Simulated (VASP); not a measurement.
Energy against volume of In (bct). All values below come from PBE GGA with D3 dispersion (Becke-Johnson damping), VASP's PBE PAW potentials (set 64) (plane waves; VASP). Settings: 520 eV cut-off, 16×16×16 Γ-centred mesh, first-order Methfessel-Paxton smearing of 0.10 eV, potentials In_d.

Shape and ions are relaxed at each volume.

```json
[
 {"V (Å³/atom)": "24.428", "E (eV/atom)": "-2.87625"},
 {"V (Å³/atom)": "25.207", "E (eV/atom)": "-2.88761"},
 {"V (Å³/atom)": "25.987", "E (eV/atom)": "-2.89139"},
 {"V (Å³/atom)": "26.766", "E (eV/atom)": "-2.88893"}
]
```

Q: Fit these four points and predict the energy of the run at 27.546 Å³/atom.

A: A cubic in V^(−2/3), the third-order Birch-Murnaghan form, passes through the four points with V0 = 26.04 Å³/atom and B0 = 42 GPa, and gives -2.8813 eV/atom there. The run gave -2.8814 eV/atom, -0.0 meV/atom from the fit; all five points give B0 = 42 GPa.

The compound is In in the bct structure. It was relaxed first.
